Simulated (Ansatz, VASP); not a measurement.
# Ge (amorphous germanium): VASP beside Ansatz

Wanted: the spread between two codes on one cell, functional and k mesh. Of the first pair: The structure shown is the start of the Ansatz relaxation below; VASP solves that cell, so the two are compared at the walk's first step.

Program: Ansatz 0.2.0. Level of theory: plane waves, with VASP 6.6.1 beside it; single point at PBE. Results are calculated unless marked as measured.

## (1) Set-up

The cell holds 48 atoms: 48 Ge. Cell: a = 10.317 Å, b = 10.317 Å, c = 10.317 Å, α = 90.0°, β = 90.0°, γ = 90.0°. As first built, before any earlier steps moved the atoms (in the runner's words): 48 atoms (48 Ge) placed at random at 5.271 g/cm^3 and pushed apart to contact distance.

## (2) Ansatz: relaxation, PBE

Ansatz runs on its default PAW (the set named soft_2) files.

The two programs are compared at the cell with which this relaxation starts, whose forces are those of its first step.

input.yaml reads:

```yaml
crystal:
  lattice:
    - [10.3173, 0.0, 0.0]
    - [0.0, 10.3173, 0.0]
    - [0.0, 0.0, 10.3173]
  atoms:
    - { symbol: Ge, position: [0.23919, 0.39711, 0.8895] }
    - { symbol: Ge, position: [0.72034, 0.13111, 0.5896] }
    - { symbol: Ge, position: [0.22619, 0.16134, 0.99069] }
    - { symbol: Ge, position: [0.48292, 0.18552, 0.05532] }
    - { symbol: Ge, position: [0.43168, 0.63765, 0.73326] }
    - { symbol: Ge, position: [0.98411, 0.37743, 0.83629] }
    - { symbol: Ge, position: [0.56331, 0.09013, 0.29184] }
    - { symbol: Ge, position: [0.90374, 0.03631, 0.16566] }
    - { symbol: Ge, position: [0.90777, 0.63758, 0.59054] }
    - { symbol: Ge, position: [0.47233, 0.93286, 0.75037] }
    - { symbol: Ge, position: [0.25141, 0.14311, 0.51654] }
    - { symbol: Ge, position: [0.97502, 0.87143, 0.52235] }
    - { symbol: Ge, position: [0.67235, 0.65744, 0.81696] }
    - { symbol: Ge, position: [0.18966, 0.64808, 0.5194] }
    - { symbol: Ge, position: [0.73049, 0.9412, 0.76446] }
    - { symbol: Ge, position: [0.69208, 0.83454, 0.01033] }
    - { symbol: Ge, position: [0.70925, 0.43662, 0.33046] }
    - { symbol: Ge, position: [0.0971, 0.89638, 0.29898] }
    - { symbol: Ge, position: [0.23933, 0.397, 0.30561] }
    - { symbol: Ge, position: [0.39123, 0.86913, 0.25918] }
    - { symbol: Ge, position: [0.22258, 0.68048, 0.87145] }
    - { symbol: Ge, position: [0.6744, 0.68004, 0.19828] }
    - { symbol: Ge, position: [0.72147, 0.29599, 0.81513] }
    - { symbol: Ge, position: [0.70157, 0.08456, 0.99606] }
    - { symbol: Ge, position: [0.85024, 0.52851, 0.08903] }
    - { symbol: Ge, position: [0.24787, 0.09792, 0.25936] }
    - { symbol: Ge, position: [0.9336, 0.84497, 0.01863] }
    - { symbol: Ge, position: [0.0718, 0.64867, 0.08036] }
    - { symbol: Ge, position: [0.96721, 0.39141, 0.26327] }
    - { symbol: Ge, position: [0.44549, 0.5866, 0.12065] }
    - { symbol: Ge, position: [0.69091, 0.43545, 0.57855] }
    - { symbol: Ge, position: [0.65715, 0.69454, 0.53338] }
    - { symbol: Ge, position: [0.80217, 0.18876, 0.31951] }
    - { symbol: Ge, position: [0.23024, 0.40117, 0.55451] }
    - { symbol: Ge, position: [0.00219, 0.22826, 0.054] }
    - { symbol: Ge, position: [0.25202, 0.06026, 0.75599] }
    - { symbol: Ge, position: [0.44538, 0.39598, 0.71031] }
    - { symbol: Ge, position: [0.50522, 0.22337, 0.49633] }
    - { symbol: Ge, position: [0.38386, 0.80857, 0.53885] }
    - { symbol: Ge, position: [0.91694, 0.62838, 0.83628] }
    - { symbol: Ge, position: [0.00356, 0.92399, 0.77964] }
    - { symbol: Ge, position: [0.6891, 0.87221, 0.34766] }
    - { symbol: Ge, position: [0.48923, 0.3583, 0.25528] }
    - { symbol: Ge, position: [0.97371, 0.38662, 0.58062] }
    - { symbol: Ge, position: [0.9605, 0.15859, 0.51443] }
    - { symbol: Ge, position: [0.41238, 0.82703, 0.98151] }
    - { symbol: Ge, position: [0.23031, 0.66892, 0.26717] }
    - { symbol: Ge, position: [0.54209, 0.43698, 0.95015] }
kpoints:
  mp_grid: { grid: [1, 1, 1] }
hamiltonian:
  xc: pbe
scf:
  occupations: { method: fermi_dirac, width: 0.05 }
output:
  forces: true
  stress: true
relax:
  f_tol: 0.04
  max_steps: 60
  cell: { stress_tol: 0.1, fix: [alpha, beta, gamma] }
```

On the command line:

```
> ansatz run input.yaml --threads 4 --pin off --max-ram 15360MiB --backend cpu --events-out ev --progress --plain --runs-dir out
```

Numbers of over 12 decimals in the logs are rounded to 6 here.

Log:

```text
The last accepted step is kept in <dir> (removed where the run ends without a failure and the disk answers)
Engine: ansatz 0.2.0, aarch64-unknown-linux-gnu
Pseudopotentials: kind: paw
Pseudopotential: Ge, paw, valence charge 14, recommended cutoff 420 eV (normal), Ge.paw.azcp
Functional definition: PBE
  parameter kappa = 0.804
  parameter beta = 0.066725
  exchange = pbe_x(kappa = kappa, mu = beta*pi^2/3)
  correlation = pbe_c(beta = beta)
Crystal: 48 atoms, lattice volume = 1098.242 Å³
Basis set: ecut = 420 eV, 21559 PW (Γ), exchange–correlation on 144×144×144 points (8 copies of the dense FFT grid, shifted against one another)
Bands: 404, of which v1, the nominal top of the filled ones, is band 336 counted from 1 (335 counted from 0)
Symmetry: 1 space group operations
Space group: P1 (ITA 1), of the structure as read, at distance tolerance 1.0e-4 Å
k-points: 1
Non-local potential: Ge, projectors of the file, l = 0: 2, l = 1: 2, l = 2: 3, l = 3: 1
PAW form: soft (Blöchl's): semilocal exchange-correlation on the pseudo side does not see the compensation charge
PAW one-centre angular grid: Ge, 590 points (default); XC on 64 Gauss nodes
Initial density: superposition of atomic densities (neutral atoms: chi_scale 0, normalization atom), corrected by the library's trained network
Initial wavefunctions: pseudopotential atomic-orbital guess
Functional: x = pbe(κ = 0.804, μ = 0.219515), c = pbe(β = 0.066725)
SCF iter   1: F=—  HF=-206148.131008 eV  |F-HF|=—  |Δ(HF+E_count)|=         —  Δρ=5.51e-3  dr2=1.21e0  ethr=1.77e-3  ⟨swp⟩=5.0  Hψ=1329  notcnv=0  defer=31
preconditioner: auto → Resta (q_TF=auto, 2.514 Å⁻¹)  ε∞=2.8  [insulator: Δε(μ)=0.370 eV  Ē_g=21.868 eV  σ=0.050 eV  W_gap=0.95  n_scr=304 (ndim 8)  ℏωp=29.0 eV  f_vac=0.032  D(μ)=2.09/eV (n_scr^D=0)  ε∞_Penn≈2.8]
SCF iter   2: F=—  HF=-206147.956649 eV  |F-HF|=—  |Δ(HF+E_count)|=   1.74e-1  Δρ=3.15e-3  dr2=5.11e-1  ethr=1.80e-4  ⟨swp⟩=2.0  Hψ=495  notcnv=0  defer=45
preconditioner: auto → LDOS  [insulator: Δε(μ)=0.284 eV  Ē_g=21.853 eV  σ=0.050 eV  W_gap=0.89  n_scr=304 (ndim 8)  ℏωp=29.0 eV  f_vac=0.031  D(μ)=4.58/eV (n_scr^D=18)  ε∞_Penn≈2.8  β→1.0]
SCF iter   3: F=—  HF=-206147.910973 eV  |F-HF|=—  |Δ(HF+E_count)|=   4.57e-2  Δρ=1.35e-3  dr2=1.66e-1  ethr=7.60e-5  ⟨swp⟩=2.0  Hψ=454  notcnv=0  defer=45
SCF iter   4: F=—  HF=-206147.896586 eV  |F-HF|=—  |Δ(HF+E_count)|=   1.44e-2  Δρ=5.36e-4  dr2=2.19e-2  ethr=2.48e-5  ⟨swp⟩=2.0  Hψ=441  notcnv=0  defer=45
SCF iter   5: F=—  HF=-206147.893434 eV  |F-HF|=—  |Δ(HF+E_count)|=   3.15e-3  Δρ=1.67e-4  dr2=1.16e-3  ethr=3.26e-6  ⟨swp⟩=2.0  Hψ=426  notcnv=0  defer=45
SCF iter   6: F=—  HF=-206147.893378 eV  |F-HF|=—  |Δ(HF+E_count)|=   5.57e-5  Δρ=6.27e-5  dr2=1.41e-4  ethr=1.73e-7  ⟨swp⟩=2.0  Hψ=441  notcnv=0  defer=45
SCF iter   7: F=—  HF=-206147.893401 eV  |F-HF|=—  |Δ(HF+E_count)|=   2.21e-5  Δρ=2.42e-5  dr2=1.33e-5  ethr=2.10e-8  ⟨swp⟩=2.0  Hψ=424  notcnv=0  defer=45
SCF iter   8: F=—  HF=-206147.893939 eV  |F-HF|=—  |Δ(HF+E_count)|=   5.38e-4  Δρ=8.63e-6  dr2=1.82e-6  ethr=1.99e-9  ⟨swp⟩=2.0  Hψ=487  notcnv=0  defer=45
SCF iter   9: F=—  HF=-206147.893939 eV  |F-HF|=—  |Δ(HF+E_count)|=   5.19e-7  Δρ=3.00e-6  dr2=1.75e-7  ethr=2.71e-10  ⟨swp⟩=2.0  Hψ=434  notcnv=0  defer=45
SCF iter  10: F=-206147.893940 eV  HF=-206147.893940 eV  |F-HF|=1.83e-9  |Δ(HF+E_count)|=   8.37e-8  Δρ=1.14e-6  dr2=2.42e-8  ethr=1.49e-11  ⟨swp⟩=3.0  Hψ=1074  notcnv=0
SCF 1 converged in 10 iterations: F = -206147.893940 eV  dr2 = 2.42e-8
  greatest PAW one-centre occupation: 0.998 electrons in one spin orbital (limit 2), on the Ge atom at site 26 (counted from 0), in its partial waves of l = 2
relax step   1: F+E_penalty+E_count = -206147.89393953 eV  Δ(F+E_penalty+E_count) = +0.000e0 eV  max|allowed force component| = 9.963e-1 eV/Å  Δτ_max = 0.0000 Å  P = -1.944 GPa  Ω = 1098.242 Å³  fix = [alpha, beta, gamma]  reactions: alpha -0.437, beta +0.056, gamma -0.002 GPa/rad  (10 SCF iters, dr2 threshold 1.00e-7 eV, accepted)
Crystal: 48 atoms, lattice volume = 1032.002 Å³
Basis set: ecut = 420 eV, 20177 PW (Γ), exchange–correlation on 144×144×144 points (8 copies of the dense FFT grid, shifted against one another)
Initial density: handed on by an earlier stage of this run
Initial wavefunctions: those handed on with the density
iter 1 solved again at ethr=6.27e-5 eV; its pass at ethr=3.10e-3 eV (dr2=4.22e-1 eV) is discarded
SCF iter   1: F=—  HF=-206149.790862 eV  |F-HF|=—  |Δ(HF+E_count)|=         —  Δρ=6.53e-3  dr2=4.25e-1  ethr=6.27e-5  ⟨swp⟩=3.0  Hψ=1708  notcnv=0
preconditioner: auto → Resta (q_TF=auto, 2.540 Å⁻¹)  ε∞=2.8  [insulator: Δε(μ)=0.369 eV  Ē_g=22.066 eV  σ=0.050 eV  W_gap=0.95  n_scr=266 (ndim 8)  ℏωp=30.0 eV  f_vac=0.019  D(μ)=2.14/eV (n_scr^D=0)  ε∞_Penn≈2.8]
SCF iter   2: F=—  HF=-206149.741323 eV  |F-HF|=—  |Δ(HF+E_count)|=   4.95e-2  Δρ=3.49e-3  dr2=1.04e-1  ethr=6.27e-5  ⟨swp⟩=2.0  Hψ=497  notcnv=0
[...]
basis re-selected at this cell: Δ(F+E_penalty+E_count) = +8.365e-3 eV, ΔP = +0.005 GPa vs the last step (what re-selecting the basis moved, of the pressure what is left beyond the Pulay correction that the steps carried, after the strain that the cell walked since its last selection, with what the two solves' SCF thresholds leave and, on support functions, any second-order correction that the steps lacked; it is no m [...]
SCF converged after 7 iterations
Free energy (F): -206153.485840 eV
Harris-Foulkes:  -206153.485840 eV  (|F-HF|=8.73e-11)
Internal energy: -206153.469410 eV  (E = F + TS)
E sigma→0 (E₀):  -206153.477625 eV
Entropy (-TS):   -0.016430 eV (-0.342 meV/atom)
Fermi energy:    8.847999 eV
--- Per-component energies (eV) ---
  E_band       = -6927.919457
  E_kinetic    = 5289.154866
  E_local      = -115503.480071  (includes V_loc(G=0)·N_el)
  E_nonlocal   = 19983.175145
  E_hartree    = 50601.150376
  E_xc         = -3617.510525
  E_vxc        = -3084.060509  (∫ρ·V_xc dr)
  E_paw        = -96841.845869  (= ΣΔE_a)
  E_vpaw       = -14815.022212  (= ΣTr[D̂ρ^β])
  E_aug_tail   = 0.014633  (compensation charges beyond the density's cutoff)
  E_ewald      = -66064.127966
  E_smearing   = -0.016430  (= −TS)
  E_closure    = -0.000000  (closes the sum)
  Σ components = -206153.485840   (vs F -206153.485840, Δ=0.00e0)
--- Forces (eV/Å), atoms counted from 1 ---
  atom   1  Ge     0.00075760     0.03072662     0.00668393
  atom   2  Ge     0.00764536    -0.03816320    -0.02565239
  atom   3  Ge     0.00383381     0.00259498    -0.01233862
  atom   4  Ge     0.00189016     0.01337900    -0.01521141
  atom   5  Ge    -0.01604342    -0.00567774    -0.02616067
  atom   6  Ge    -0.00697299    -0.00455011    -0.00479553
  atom   7  Ge    -0.01213109     0.00514572     0.00680369
  atom   8  Ge    -0.01151617    -0.02651305     0.00200330
  atom   9  Ge    -0.01189895     0.01440290     0.00141836
  atom  10  Ge     0.01244429     0.00469707     0.00093829
  atom  11  Ge     0.00247643     0.01765190     0.01933618
  atom  12  Ge    -0.01486802    -0.00566281     0.00747206
  atom  13  Ge     0.00171930    -0.00139909    -0.00809909
  atom  14  Ge    -0.00464618     0.00758668     0.01647172
  atom  15  Ge     0.00236475    -0.03220381    -0.01134904
  atom  16  Ge    -0.00776375     0.01828485    -0.01492119
  atom  17  Ge    -0.00001367    -0.03059662    -0.01090178
  atom  18  Ge    -0.00974999     0.00929271     0.00749403
  atom  19  Ge     0.00047598     0.00352440     0.00219953
  atom  20  Ge     0.03191809    -0.00712511     0.01150870
  atom  21  Ge    -0.00279562     0.00213767    -0.03029244
  atom  22  Ge    -0.00749610     0.01037566    -0.00286537
  atom  23  Ge     0.00351125     0.01453679     0.01205726
  atom  24  Ge     0.00229618    -0.02599104    -0.00900863
[...]
atom  41  Ge    -0.00170949     0.01018811    -0.01674045
  atom  42  Ge     0.00269077    -0.00440453     0.01647905
  atom  43  Ge    -0.00496475     0.00130864     0.00156391
  atom  44  Ge    -0.00352251     0.01159599     0.00748545
  atom  45  Ge    -0.00831860     0.00587184     0.00393937
  atom  46  Ge     0.02158670    -0.00869129    -0.00357052
  atom  47  Ge    -0.01177113     0.01207683    -0.00267961
  atom  48  Ge     0.00108293     0.00004190    -0.01195268
  max |Σ_I F_I| component: 9.33e-7 eV/Å
--- Stress (GPa, compression-positive) ---
        0.011503      -0.334862       0.048385
       -0.334862      -0.009392       0.089501
        0.048385       0.089501      -0.005450
  P = ⅓ Tr σ = -0.0011 GPa (-0.011 kbar)
--- Relaxed structure (44 steps of the walk, 43 accepted, 1 SCFs on fresh bases) ---
  F+E_penalty+E_count = -206153.48584004 eV   max|allowed force component| = 3.816e-2 eV/Å   (the final SCF, on the basis selected at the relaxed cell)
  cell:  # Å, volume = 1055.8035 Å³
    - [9.993006, 0, 0]
    - [0, 10.300332, 0]
    - [0, 0, 10.257363]
  atoms:
    - { symbol: Ge, position: [0.195487, 0.380727, 0.826784] }
    - { symbol: Ge, position: [0.688984, 0.151268, 0.592262] }
    - { symbol: Ge, position: [0.194311, 0.166380, 0.968064] }
    - { symbol: Ge, position: [0.438737, 0.161170, 0.061873] }
    - { symbol: Ge, position: [0.447742, 0.666911, 0.821650] }
    - { symbol: Ge, position: [0.934541, 0.405505, 0.840401] }
    - { symbol: Ge, position: [0.670526, 0.113649, 0.271182] }
    - { symbol: Ge, position: [1.021694, -0.076163, 0.291379] }
    - { symbol: Ge, position: [0.970726, 0.688513, 0.569895] }
    - { symbol: Ge, position: [0.434869, 0.920711, 0.791319] }
    - { symbol: Ge, position: [0.208136, 0.140383, 0.568177] }
    - { symbol: Ge, position: [0.901943, 0.915213, 0.518031] }
    - { symbol: Ge, position: [0.698382, 0.728651, 0.830401] }
    - { symbol: Ge, position: [0.223481, 0.673834, 0.541331] }
    - { symbol: Ge, position: [0.694098, 0.985833, 0.784372] }
    - { symbol: Ge, position: [0.696681, 0.830183, 0.060103] }
    - { symbol: Ge, position: [0.682035, 0.424788, 0.319971] }
    - { symbol: Ge, position: [0.229554, 0.767317, 0.303868] }
    - { symbol: Ge, position: [0.213175, 0.375078, 0.318223] }
    - { symbol: Ge, position: [0.429769, 0.927408, 0.326064] }
    - { symbol: Ge, position: [0.191552, 0.658601, 0.832547] }
    - { symbol: Ge, position: [0.693686, 0.599259, 0.144475] }
    - { symbol: Ge, position: [0.689502, 0.335977, 0.790406] }
    - { symbol: Ge, position: [0.695279, 0.142789, 0.984526] }
[...]
- { symbol: Ge, position: [-0.037246, 0.916668, 0.792866] }
    - { symbol: Ge, position: [0.688682, 0.853763, 0.317895] }
    - { symbol: Ge, position: [0.467510, 0.298080, 0.275724] }
    - { symbol: Ge, position: [0.950031, 0.435158, 0.556100] }
    - { symbol: Ge, position: [0.950854, 0.166947, 0.536017] }
    - { symbol: Ge, position: [0.443669, 0.899293, 1.058471] }
    - { symbol: Ge, position: [0.259386, 0.559307, 0.161552] }
    - { symbol: Ge, position: [0.450560, 0.355627, 0.880448] }
```

## (3) VASP: single point, PBE, start cell, pair 1

The same cell, functional, mesh and smearing now go to VASP, with its own data sets.

Lines of VASP's logs that name or quote its potential files are left out, and so is its time.

INCAR reads:

```
SYSTEM = Ge
PREC = Accurate
ENCUT = 410
EDIFF = 1E-06
NELM = 120
ISMEAR = -1
SIGMA = 0.05
LREAL = Auto
ALGO = Normal
GGA = PE
NBANDS = 392
LORBIT = 11
LWAVE = .FALSE.
LCHARG = .FALSE.
ISIF = 2
LASPH = .TRUE.
GGA_COMPAT = .FALSE.
EFERMI = MIDGAP
NCORE = 2
```

POSCAR reads:

```
Ge
1.0
   10.3173000000      0.0000000000      0.0000000000
    0.0000000000     10.3173000000      0.0000000000
    0.0000000000      0.0000000000     10.3173000000
Ge
48
Direct
    0.2391904859      0.3971097089      0.8894962829
    0.7203435007      0.1311098834      0.5896019307
    0.2261928993      0.1613406608      0.9906855476
    0.4829170422      0.1855233443      0.0553245520
    0.4316827077      0.6376474465      0.7332635476
    0.9841140608      0.3774340186      0.8362943793
    0.5633062914      0.0901301697      0.2918399194
    0.9037441966      0.0363079488      0.1656634972
    0.9077665668      0.6375795993      0.5905420992
    0.4723328778      0.9328603414      0.7503707365
    0.2514126758      0.1431091468      0.5165401801
    0.9750225350      0.8714295407      0.5223459626
    0.6723464472      0.6574394464      0.8169579250
    0.1896620240      0.6480765317      0.5193994553
    0.7304915046      0.9411958555      0.7644635709
    0.6920802923      0.8345400444      0.0103321605
    0.7092456360      0.4366161690      0.3304643657
    0.0970990472      0.8963779283      0.2989832611
    0.2393261803      0.3970030919      0.3056129026
    0.3912263867      0.8691324281      0.2591763349
    0.2225776124      0.6804784197      0.8714489256
    0.6744012484      0.6800422591      0.1982786194
    0.7214678259      0.2959882915      0.8151260504
    0.7015692090      0.0845570062      0.9960551695
    0.8502418268      0.5285103661      0.0890252295
    0.2478652361      0.0979229062      0.2593604916
    0.9335969682      0.8449691295      0.0186289048
    0.0718017311      0.6486677716      0.0803601718
    0.9672104136      0.3914105435      0.2632665523
    0.4454944608      0.5865972687      0.1206517209
    0.6909075049      0.4354530740      0.5785525283
    0.6571486726      0.6945421767      0.5333759801
    0.8021672337      0.1887606254      0.3195118878
    0.2302443469      0.4011708490      0.5545055392
    0.0021904956      0.2282573929      0.0539966852
    0.2520233007      0.0602580132      0.7559923623
    0.4453781513      0.3959756913      0.7103118064
    0.5052193888      0.2233723939      0.4963314045
    0.3838601184      0.8085739486      0.5388522191
    0.9169356324      0.6283814564      0.8362846869
    0.0035571322      0.9239917420      0.7796419606
    0.6891047076      0.8722146298      0.3476587867
    0.4892268326      0.3583011059      0.2552799667
    0.9737140531      0.3866224691      0.5806170219
    0.9605032324      0.1585880027      0.5144272242
    0.4123753308      0.8270283892      0.9815067896
    0.2303121941      0.6689153170      0.2671726130
    0.5420895002      0.4369844824      0.9501516870
```

KPOINTS reads:

```
Automatic mesh
0
Gamma
1 1 1
0 0 0
```

PAW data sets: Ge_d (PBE family, release 64).

On the command line:

```
> mpirun -np 8 vasp_gam
```

Log:

```text
[banner, memory and clock lines left out]
running    8 mpi-ranks, on    1 nodes
[...]
LDA part: xc-table for (Slater+PW92), standard interpolation
 POSCAR, INCAR and KPOINTS ok, starting setup
[...]
entering main loop
       N       E                     dE             d eps       ncg     rms          rms(c)
DAV:   1     0.126643869790E+05    0.12664E+05   -0.23861E+05   808   0.484E+03
DAV:   2     0.294279533434E+04   -0.97216E+04   -0.93579E+04   784   0.108E+03
DAV:   3     0.366575385617E+03   -0.25762E+04   -0.24565E+04   792   0.300E+02
DAV:   4    -0.151995963232E+03   -0.51857E+03   -0.47889E+03   888   0.126E+02
[...]
DAV:  16    -0.205528765163E+03   -0.73108E-05   -0.86589E-05   832   0.720E-02    0.310E-03
DAV:  17    -0.205528769140E+03   -0.39770E-05   -0.43062E-05   728   0.323E-02    0.232E-03
DAV:  18    -0.205528769733E+03   -0.59277E-06   -0.96362E-06   696   0.221E-02
   1 F= -.20552877E+03 E0= -.20550601E+03  d E =-.455142E-01
```

OUTCAR, selected parts (step 3):

```text
  Total      -27.3422558     -9.0767547    -11.1804295      0.0089745      2.9642337     -0.3825349
  in kB      -39.8884121    -13.2416775    -16.3106358      0.0130925      4.3243899     -0.5580633
  external PRESSURE =     -23.1469085 kB  Pullay stress =       0.0000000 kB

 POSITION                                       TOTAL-FORCE (eV/Angst)
 -----------------------------------------------------------------------------------
      2.46780      4.09710      9.17720        -0.001630      0.043587     -0.336215
      7.43200      1.35270      6.08310        -0.257699     -0.176235      0.253724
      2.33370      1.66460     10.22120         0.628296     -0.341974     -0.390777
      4.98240      1.91410      0.57080        -0.155739      0.485174     -0.191551
      4.45380      6.57880      7.56530         0.414020      0.667823     -0.014503
     10.15340      3.89410      8.62830        -0.162001      0.186840      0.083031
      5.81180      0.92990      3.01100        -0.090248      0.110153     -0.398835
      9.32420      0.37460      1.70920        -0.249999     -0.389764      0.373764
      9.36570      6.57810      6.09280         0.204127      0.129174     -0.445871
      4.87320      9.62460      7.74180        -0.688328      0.021619     -0.014774
      2.59390      1.47650      5.32930        -0.112187     -0.028693      0.399398
     10.05960      8.99080      5.38920        -0.033016      0.209228     -0.082216
      6.93680      6.78300      8.42880        -0.370780      0.263303     -0.062352
      1.95680      6.68640      5.35880        -0.143690      0.167530      0.108228
[...]
-----------------------------------------------------------------------------------
    total drift:                               -0.004364     -0.003168      0.003520

  FREE ENERGIE OF THE ION-ELECTRON SYSTEM (eV)
  ---------------------------------------------------
  free  energy   TOTEN  =      -205.5287697331 eV

  energy  without entropy=     -205.4832555489  energy(sigma->0) =     -205.50601264

[... 3 further parts left out ...]
[key lines of the parts left out:]
E-fermi :   4.8557
```

The run ends at a pressure of -2.31 GPa, with forces up to 1.0 eV/Å.

(Part 1 of 2 ends here.)

[Lines on the potential files, build, host, timing and source positions are cut from VASP's logs without a mark.]

[Logs are printed without paths, hosts, clocks, repeated set-up lines and the standing remarks that a program may print on its own settings, such as how far it seeks lower states.]

[Hosts, paths, dates, database ids (printed as entryN), source tags and the programs' standing remarks are cut or masked in the printed files.]
